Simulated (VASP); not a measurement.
Input of a VASP 6.6.1 run:

The input INCAR:

```
ALGO = Fast
EDIFF = 1E-6
ENCUT = 520
GGA = PE
ISIF = 2
ISMEAR = -1
LASPH = True
LCHARG = False
LREAL = Auto
LWAVE = False
NBANDS = 32
NELM = 60
PREC = Accurate
SIGMA = 0.1
```

The input KPOINTS:

```
k-points
0
Gamma
  2 3 2
```

POSCAR

```
LiBe16
1.0
   -2.2900000000     -3.9663960000      0.0000000000
    3.4350000000     -1.9831980000      0.0000000000
    0.0000000000      0.0000000000      7.1768600000
Be Li
16 1
Direct
    0.7556351590      0.4298309107     -0.0155741861
    0.4393654978      0.4931674006      0.1730573000
    0.7922145734      0.4465064563      0.5121621548
    0.5084218471      0.2832478189      0.7409841013
    0.5015655807     -0.0438064167      0.0155443971
    0.2897870581      0.8894904807      0.2773046188
    0.5360202499     -0.0687007276      0.5241158239
    0.2698193986      0.7929835641      0.7411828753
    0.2263958563      0.4682608487     -0.0497486626
    0.0615503441      0.2940098882      0.2287688865
    0.3031099366      0.4472793250      0.4612836576
    0.0197034011      0.2784510689      0.7360755040
    0.0215531831     -0.0303200023     -0.0104160525
    0.6546118765      1.1658255219      0.2859773216
    0.0195116345     -0.0287173087      0.5030681124
    0.7736600747      0.7789501872      0.7552278307
   -0.1731014715      0.7233264842      0.2521451172
```

Potentials or basis: VASP PAW PBE potentials, release 64 (Be, Li_sv).

Launch:

```bash
$ cat potpaw_PBE.64/Be/POTCAR potpaw_PBE.64/Li_sv/POTCAR > POTCAR
$ mpirun -np 1 vasp_std > vasp.out
```

(1) What does it give for the largest force?

(2) Predict the band gap on the k mesh.

## Answers

(1) 0.064 eV/Å.

(2) none (metal or under the smearing width).

Caveat: the k mesh is coarse (spacing up to 0.69 Å⁻¹), so the values aren't converged.
